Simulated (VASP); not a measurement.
Data:

```yaml
crystal:
  lattice:
    - [-1.58925, 1.58925, 3.89834]
    - [1.58925, -1.58925, 3.89834]
    - [1.58925, 1.58925, -3.89834]
  atoms:
    - { symbol: Si, position: [0.66550, 0.66550, 0.00000] }
    - { symbol: Si, position: [0.33450, 0.33450, 0.00000] }
    - { symbol: Mo, position: [0.00000, 0.00000, 0.00000] }
```

These are PBE GGA with D3 dispersion (Becke-Johnson damping), VASP's PBE PAW potentials (set 64) (plane waves; VASP) values and carry that method's errors. Numerical set-up: 520 eV cut-off, 15×15×15 Γ-centred mesh, tetrahedra with Blöchl corrections, potentials Si Mo_sv.

Question: Estimate the energy per atom (σ→0), band gap (on the k-mesh) with the smallest direct gap where there is one.

Answer: 
The band gap (on the k-mesh) is none (metal, semimetal or under 0.01 eV) and the energy per atom (σ→0) comes out as -8.332 eV/atom.

The absolute energy has meaning only against runs of the same code, potentials and settings.

The compound is MoSi2 in the MoSi2 type structure. It was relaxed first.
